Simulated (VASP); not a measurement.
These are revPBE GGA, VASP's PBE PAW potentials (set 64) (plane waves; VASP) values and carry that method's errors.

The input files of a VASP run:

### POSCAR
```
CdTe
1
    0.0000000000     3.2821150000     3.2821150000
    3.2821150000     0.0000000000     3.2821150000
    3.2821150000     3.2821150000     0.0000000000
Cd Te
1 1
Direct
  0.0000000000   0.0000000000   0.0000000000
  0.2500000000   0.2500000000   0.2500000000
```

**KPOINTS**
```
Automatic mesh
0
Gamma
6 6 6
0 0 0
```

### INCAR
```
ALGO = Normal
EDIFF = 1E-6
ENCUT = 300
GGA = RE
ISIF = 2
ISMEAR = -1
LASPH = .TRUE.
LCHARG = .FALSE.
LMAXMIX = 4
LREAL = .FALSE.
LWAVE = .FALSE.
NELM = 100
PREC = Accurate
SIGMA = 0.5
SYSTEM = CdTe
```

POTCAR, in this order: Cd Te (PBE.64 set). Program: vasp_std.

The run wrote:

OUTCAR:
```
 ion  position               nearest neighbor table
   1  0.000  0.000  0.000-   2 2.84   2 2.84   2 2.84   2 2.84
   2  0.250  0.250  0.250-   1 2.84   1 2.84   1 2.84   1 2.84
  LATTYP: Found a face centered cubic cell.
 ALAT       =     6.5642300000
 Subroutine PRICEL returns:
 Original cell was already a primitive cell.
 Subroutine GETGRP returns: Found 24 space group operations
The static configuration has the point symmetry T_d .
The dynamic configuration has the point symmetry T_d .
 Subroutine INISYM returns: Found 24 space group operations
 Subroutine IBZKPT returns following result:
 Found     16 irreducible k-points:

 Following reciprocal coordinates:
            Coordinates               Weight
  0.000000  0.000000  0.000000      1.000000
  0.166667  0.000000  0.000000      8.000000
  0.333333  0.000000  0.000000      8.000000
  0.500000  0.000000  0.000000      4.000000
  0.166667  0.166667  0.000000      6.000000
  0.333333  0.166667  0.000000     24.000000
  0.500000  0.166667  0.000000     24.000000
 -0.333333  0.166667  0.000000     24.000000
 -0.166667  0.166667  0.000000     12.000000
  0.333333  0.333333  0.000000      6.000000
  0.500000  0.333333  0.000000     24.000000
 -0.333333  0.333333  0.000000     12.000000
  0.500000  0.500000  0.000000      3.000000
  0.500000  0.333333  0.166667     24.000000
 -0.333333  0.333333  0.166667     24.000000
 -0.333333  0.500000  0.166667     12.000000
   k-points           NKPTS =     16   k-points in BZ     NKDIM =     16   number of bands    NBANDS=     13
   number of dos      NEDOS =    301   number of ions     NIONS =      2
   total plane-waves  NPLWV =  21952
   dimension x,y,z NGX =    28 NGY =   28 NGZ =   28
   dimension x,y,z NGXF=    56 NGYF=   56 NGZF=   56
   ions per type =               1   1
   PREC   = accura    normal or accurate (medium, high low for compatibility)
   ISTART =      0    job   : 0-new  1-cont  2-samecut
...
```

OSZICAR:
```
       N       E                     dE             d eps       ncg     rms          rms(c)
DAV:   1     0.731694800791E+02    0.73169E+02   -0.62484E+03   432   0.760E+02
DAV:   2    -0.202592991841E+01   -0.75195E+02   -0.72953E+02   501   0.224E+02
DAV:   3    -0.448081171591E+01   -0.24549E+01   -0.24516E+01   481   0.432E+01
DAV:   4    -0.450552840273E+01   -0.24717E-01   -0.24716E-01   609   0.366E+00
DAV:   5    -0.450558053468E+01   -0.52132E-04   -0.52132E-04   471   0.149E-01    0.592E+00
DAV:   6    -0.430973558524E+01    0.19584E+00   -0.39366E-01   471   0.754E+00    0.470E+00
DAV:   7    -0.429653445820E+01    0.13201E-01   -0.11928E-01   461   0.242E+00    0.161E+00
DAV:   8    -0.429808416118E+01   -0.15497E-02   -0.10564E-02   441   0.132E+00    0.492E-01
DAV:   9    -0.429878167017E+01   -0.69751E-03   -0.13962E-03   474   0.378E-01    0.103E-01
DAV:  10    -0.429888701370E+01   -0.10534E-03   -0.12902E-04   471   0.116E-01    0.537E-02
DAV:  11    -0.429898429501E+01   -0.97281E-04   -0.19702E-04   431   0.892E-02    0.317E-02
DAV:  12    -0.429898420333E+01    0.91681E-07   -0.25695E-06   496   0.148E-02
   1 F= -.42989842E+01 E0= -.41499666E+01  d E =-.298035E+00
```

### OUTCAR
```
------------------------ aborting loop because EDIFF is reached ----------------------------------------
  FORCE on cell =-STRESS in cart. coord.  units (eV):
  Direction    XX          YY          ZZ          XY          YZ          ZX
  --------------------------------------------------------------------------------------
  Total        1.1868375      1.1868375      1.1868375      0.0000000     -0.0000000      0.0000000
  in kB       26.8912172     26.8912172     26.8912172      0.0000000     -0.0000000      0.0000000
  external PRESSURE =      26.8912172 kB  Pullay stress =       0.0000000 kB
  volume of cell :       70.71
      direct lattice vectors                 reciprocal lattice vectors
     0.000000000  3.282115000  3.282115000    -0.152340792  0.152340792  0.152340792
     3.282115000  0.000000000  3.282115000     0.152340792 -0.152340792  0.152340792
     3.282115000  3.282115000  0.000000000     0.152340792  0.152340792 -0.152340792
  FREE ENERGIE OF THE ION-ELECTRON SYSTEM (eV)
  ---------------------------------------------------
  free  energy   TOTEN  =        -4.2989842033 eV

  energy  without entropy=       -4.0009490758  energy(sigma->0) =       -4.14996664
```
(Selected blocks of OUTCAR.)

At this cut-off the stress carries a Pulay error, which pulls relaxed volumes low.

The structure comes from a computed database's CdTe entry; how it stands against other phases isn't given here. The cell was not relaxed at this level. The run is one of a series of settings (SIGMA = 0.5 against the base run), some of them coarse on purpose.
